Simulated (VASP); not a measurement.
Runs of VASP 6.6.1 on Ru. Symmetry: P6_3/mmc, No. 194, hexagonal system. Conventional cell: a = 2.706 Å, b = 2.706 Å, c = 4.282 Å, α = 90.00°, β = 90.00°, γ = 120.00°. Ru (site symmetry -6m2) has 12 Ru at 2.65 to 2.71 Å as nearest neighbours. 

```csv
level,potentials or basis,gap on the mesh (eV),pressure (GPa),relaxed volume (Å³/atom)
LDA,"VASP PAW LDA potentials, release 64 (Ru_pv)",none,-0.1,13.12
RPBE,"VASP PAW PBE potentials, release 64 (Ru_pv)",none,0.1,(a)
PBE,"VASP PAW PBE potentials, release 64 (Ru_pv)",none,0.0,(b)
PBEsol,"VASP PAW PBE potentials, release 64 (Ru_pv)",none,0.0,13.32
r2SCAN+rVV10,"VASP PAW PBE potentials, release 64 (Ru_pv)",none,0.0,13.46
```

Alike in all rows: task relaxation of cell and atoms; no spin polarisation; cell relaxed; k mesh 15 × 15 × 9; cutoff (eV) 600; smearing methfessel-paxton 0.1 eV.

Fill in the values left out.

(a) 13.95; (b) 13.75.

Caveats: the PAW data sets were made with another functional, which shifts forces and pressure a little (some runs).

A k mesh can miss the band edges, and the runs leave out spin-orbit coupling on Ru.

A gap of «none» marks a metal or a gap under the smearing width.

Not every run made on this cell is shown here.
